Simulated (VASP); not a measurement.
Input:

```
CaF2
1.0
    0.00000     2.78354     2.78354
    2.78354     0.00000     2.78354
    2.78354     2.78354     0.00000
Ca F
1 2
Cartesian
  0.00000   0.00000   0.00000
  1.39177   1.39177   1.39177
  4.17531   4.17531   4.17531
```

The numbers are results of AM05 GGA, VASP's PBE PAW potentials (set 64) (plane waves; VASP), not measurements. Run with 520 eV cut-off, 7×7×7 Γ-centred mesh, Gaussian smearing of 0.050 eV, potentials Ca_sv F.

**Question.** Predict the energy per atom (σ→0), pressure.

**Answer.** 
```yaml
energy per atom (σ→0): -5.792 eV/atom
pressure: -4.31 GPa
```

Total energies compare only between runs with the same potentials, cut-off and functional.

The compound is CaF2 in the fluorite structure. This cell is one point of a volume scan, at 1.06 of the reference volume.
